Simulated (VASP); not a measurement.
Data:

```xyz
5
Lattice="5.6575 0.0000 0.0000 0.0000 5.6575 0.0000 0.0000 0.0000 5.6575" Properties=species:S:1:pos:R:3 pbc="T T T"
Cs     0.0000     0.0000     0.0000
Sn     2.8287     2.8287     2.8287
Br     2.8287     0.0000     2.8287
Br     0.0000     2.8287     2.8287
Br     2.8287     2.8287     0.0000
```

Method: LDA (Ceperley-Alder, Perdew-Zunger), VASP's LDA PAW potentials (set 64) (plane waves; VASP). Numerical set-up: 400 eV cut-off, 7×7×7 Γ-centred mesh, Gaussian smearing of 0.010 eV, potentials Cs_sv Sn_d Br.

Question: Estimate the energy per atom (σ→0).

Answer: 
```yaml
energy per atom (σ→0): -3.578 eV/atom
```

Total energies compare only between runs with the same potentials, cut-off and functional.

The structure comes from a computed database's CsSnBr3 entry (Pm-3m); how it stands against other phases isn't given here. It was relaxed first, which changed the volume by -9 %.
